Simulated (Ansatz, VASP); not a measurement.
# Al3Si2As3: VASP beside Ansatz, part 3 of 3

Aim: how closely do two programs agree when they are given the same cell, functional and k mesh? The cell is generated by rule, not measured, and may not be a known phase. The cell is taken from a series of runs on this material, whose earlier steps may have relaxed, scaled, displaced or heated it; both programs get it as it stands.

VASP 6.6.1 and Ansatz 0.2.0.

So far: Ansatz: relaxation of cell and atoms, LDA, pair 1; VASP: relaxation of cell and atoms, LDA, pair 1; Side by side; VASP: relaxation of cell and atoms, LDA, pair 2; Ansatz: relaxation of cell and atoms, LDA, pair 2; Comparison.

## Step 8: VASP: relaxation of cell and atoms, LDA, pair 3

Level of this step: LDA; plane waves and PAW (Al, As, Si); invented cell (VASP).

The relaxed volume is the usual yardstick between codes: in a stiff, nearly cubic crystal its relative difference is about their pressure difference at one cell divided by the bulk modulus.

Contents of INCAR:

```
SYSTEM = Al3Si2As3
PREC = Accurate
ENCUT = 500
EDIFF = 1E-07
NELM = 120
ISMEAR = 0
SIGMA = 0.01
LREAL = .FALSE.
ALGO = Normal
GGA = CA
NBANDS = 24
LORBIT = 11
LWAVE = .FALSE.
LCHARG = .FALSE.
ISIF = 3
IBRION = 2
NSW = 80
EDIFFG = -0.005
LASPH = .TRUE.
GGA_COMPAT = .FALSE.
NELMIN = 4
EFERMI = MIDGAP
KPAR = 2
```

Contents of POSCAR:

```
Al3Si2As3
1.0
    2.7828770000      2.7828770000      0.0000000000
   -2.8087090000      2.8087090000      0.0000000000
    0.0000000000      0.0000000000     11.1755050000
Al As Si
3 3 2
Direct
    0.0000000000      0.0000000000      0.9935340730
    0.5000000000      0.5000000000      0.2473372792
    0.0000000000      0.0000000000      0.5009054177
    0.5000000000      0.0000001780      0.1234145571
    0.0000000000      0.5000001780      0.3769307069
    0.5000000000      0.0000001780      0.6301519260
    0.5000000000      0.5000000000      0.7570962565
    0.0000000000      0.5000001780      0.8706299178
```

Contents of KPOINTS:

```
Automatic mesh
0
Gamma
8 8 4
0 0 0
```

Potentials, in the order of the species: Al, As and Si (LDA family, release 64).

Command:

```
$ mpirun -np 2 vasp_std
```

Numbers of over 12 decimals in the logs are rounded to 6 here.

Log:

```text
[... set-up lines as in an earlier step ...]
 entering main loop
       N       E                     dE             d eps       ncg     rms          rms(c)
DAV:   1     0.871148354080E+02    0.87115E+02   -0.11374E+04  3600   0.103E+03
DAV:   2    -0.361233105927E+02   -0.12324E+03   -0.11551E+03  4872   0.157E+02
DAV:   3    -0.438155628582E+02   -0.76923E+01   -0.76179E+01  4704   0.391E+01
DAV:   4    -0.439441950113E+02   -0.12863E+00   -0.12848E+00  4416   0.610E+00
[...]
DAV:  12    -0.426311311845E+02    0.22824E-05   -0.26776E-05  4440   0.232E-02    0.113E-02
DAV:  13    -0.426311319965E+02   -0.81197E-06   -0.20024E-06  4552   0.744E-03    0.364E-03
DAV:  14    -0.426311319364E+02    0.60077E-07   -0.46206E-07  4400   0.283E-03
   1 F= -.42631132E+02 E0= -.42631132E+02  d E =-.426311E+02
[...]
2 F= -.42631452E+02 E0= -.42631452E+02  d E =-.319995E-03
[...]
3 F= -.42631511E+02 E0= -.42631511E+02  d E =-.379556E-03
[...]
4 F= -.42631560E+02 E0= -.42631560E+02  d E =-.489846E-04
[...]
5 F= -.42631577E+02 E0= -.42631577E+02  d E =-.653727E-04
[...]
6 F= -.42631588E+02 E0= -.42631588E+02  d E =-.113159E-04
 trial-energy change:   -0.000011  1 .order   -0.000011   -0.000019   -0.000003
 step:   1.3746(harm=  1.3746)  dis= 0.00063  next Energy=   -42.631588 (dE=-0.116E-04)
 reached required accuracy - stopping structural energy minimisation
```

Parts of OUTCAR (step 8):

```text
  Total       -0.0000652     -0.0000652      0.0006457     -0.0017278      0.0000000      0.0000000
  in kB       -0.0005961     -0.0005961      0.0059060     -0.0158046      0.0000000      0.0000000
  external PRESSURE =       0.0015712 kB  Pullay stress =       0.0000000 kB

 POSITION                                       TOTAL-FORCE (eV/Angst)
 -----------------------------------------------------------------------------------
      0.00000      0.00000     11.12616         0.000000      0.000000     -0.000263
     -0.01145      2.79643      2.77038         0.000000      0.000000     -0.001420
      0.00000      0.00000      5.61195         0.000000      0.000000      0.001984
      1.39249      1.39249      1.38100         0.000000      0.000000     -0.001667
     -1.40394      1.40394      4.22123         0.000000      0.000000      0.000969
      1.39249      1.39249      7.05658         0.000000      0.000000      0.003247
     -0.01145      2.79643      8.48096         0.000000      0.000000     -0.001133
     -1.40394      1.40394      9.74935         0.000000      0.000000     -0.001717
 -----------------------------------------------------------------------------------
    total drift:                                0.000375     -0.000375      0.000217

  FREE ENERGIE OF THE ION-ELECTRON SYSTEM (eV)
  ---------------------------------------------------
  free  energy   TOTEN  =       -42.6315881807 eV

  energy  without entropy=      -42.6315881807  energy(sigma->0) =      -42.63158818

[... 2 parts as in an earlier step ...]

[... 2 further parts left out ...]
[key lines of the parts left out:]
E-fermi :   4.8734
```

## Step 9: Ansatz: relaxation of cell and atoms, LDA, pair 3

The same cell, functional (in two slightly different forms), mesh and smearing now go to Ansatz, which takes its cutoff from its data sets.

The cell is taken from a series of runs on this material, whose earlier steps may have relaxed, scaled, displaced or heated it; both programs get it as it stands.

Contents of input.yaml:

```yaml
crystal:
  lattice:
    - [2.7828769117, 2.7828769117, 0.0]
    - [-2.8087094366, 2.8087094366, 0.0]
    - [0.0, 0.0, 11.1755053482]
  atoms:
    - { symbol: Al, position: [0.0, 0.0, -0.0064659137] }
    - { symbol: Al, position: [0.5, 0.5, 0.2473372448] }
    - { symbol: Al, position: [0.0, 0.0, 0.5009053724] }
    - { symbol: As, position: [0.5, 1.0, 0.1234145316] }
    - { symbol: As, position: [0.0, 0.5, 0.3769306872] }
    - { symbol: As, position: [0.5, 1.0, 0.6301519459] }
    - { symbol: Si, position: [0.5, 0.5, 0.7570962072] }
    - { symbol: Si, position: [0.0, 0.5, 0.8706299247] }
kpoints:
  mp_grid: { grid: [8, 8, 4] }
hamiltonian:
  xc: lda
scf:
  occupations: { method: gaussian, width: 0.01 }
output:
  forces: true
  stress: true
  eigenvalues: true
  write_density: true
  write_potential: true
  elf: true
  volumetric_format: npy
relax:
  adjacent_minimum: "off"
  f_tol: 0.005
  max_steps: 80
  cell: { stress_tol: 0.05 }
```

Command:

```
$ ansatz run input.yaml --threads 8 --pin off --max-ram 14336MiB --backend cpu --events-out ev --progress --plain --runs-dir out
```

Log:

```text
[...]
Crystal: 8 atoms, lattice volume = 174.702 Å³
Basis set: ecut = 420 eV, 3413 PW (Γ)
Bands: 39, of which v1, the nominal top of the filled ones, is band 31 counted from 1 (30 counted from 0)
Symmetry: 4 space group operations
[...]
k-points: 75 of 256 (time reversal used)
[...]
- [-2.804548, 2.804548, 0]
    - [0, 0, 11.185737]
  atoms:
    - { symbol: Al, position: [0, 0, -0.0063549] }
    - { symbol: Al, position: [0.500000, 0.500000, 0.247415] }
    - { symbol: Al, position: [0, 0, 0.501026] }
    - { symbol: As, position: [0.5, 1.000000, 0.123434] }
    - { symbol: As, position: [0, 0.5, 0.376928] }
    - { symbol: As, position: [0.5, 1.000000, 0.629973] }
    - { symbol: Si, position: [0.500000, 0.500000, 0.757064] }
    - { symbol: Si, position: [0, 0.5, 0.870516] }
[key lines of the parts left out:]
SCF converged after 4 iterations
Free energy (F): -17078.934673 eV
Fermi energy:    6.797492 eV
P = ⅓ Tr σ = -0.0032 GPa (-0.032 kbar)
```

## Step 10: Comparison

What differs besides the data sets and the points named for the pairs above, as far as they apply: the data sets hold 62 valence electrons in Ansatz (on its default PAW (the set named soft_2) files) and 32 in VASP. Total energies have different zeros and are not compared.

Both answers:

| quantity | Ansatz | VASP | difference |
| --- | --- | --- | --- |
| volume (Å³) | 174.55 | 175.16 | -0.35 % |
| edge a after relaxation, in the typed setting (Å) | 3.934 | 3.938 | -0.10 % |
| edge b after relaxation, in the typed setting (Å) | 3.966 | 3.971 | -0.12 % |
| edge c after relaxation, in the typed setting (Å) | 11.186 | 11.200 | -0.12 % |

## Step 11: What came out

```yaml
difference_in_volume_relaxation_of_cell_and_atoms_lda_pair_1: -0.28 %
difference_in_volume_relaxation_of_cell_and_atoms_lda_pair_2: -0.35 %
difference_in_volume_relaxation_of_cell_and_atoms_lda_pair_3: -0.35 %
```

In words: The difference in volume is -0.35 % (relaxation of cell and atoms, LDA, pair 2), within the 1.2 % picked in this series as the mark of a large difference, as far as the stopping tolerances let one tell. The data sets hold unlike numbers of valence electrons (62 in Ansatz and 32 in VASP), so part of the differences comes from the potentials. Such differences can come from data sets, numerical settings and the points named under the comparisons, not from the functional's error against experiment.

[Lines on the potential files, build, host, timing and source positions are cut from VASP's logs without a mark.]

[Logs are printed without paths, hosts, clocks, repeated set-up lines and the standing remarks that a program may print on its own settings, such as how far it seeks lower states.]

[Hosts, paths, dates, database ids (printed as entryN), source tags and the programs' standing remarks are cut or masked in the printed files.]
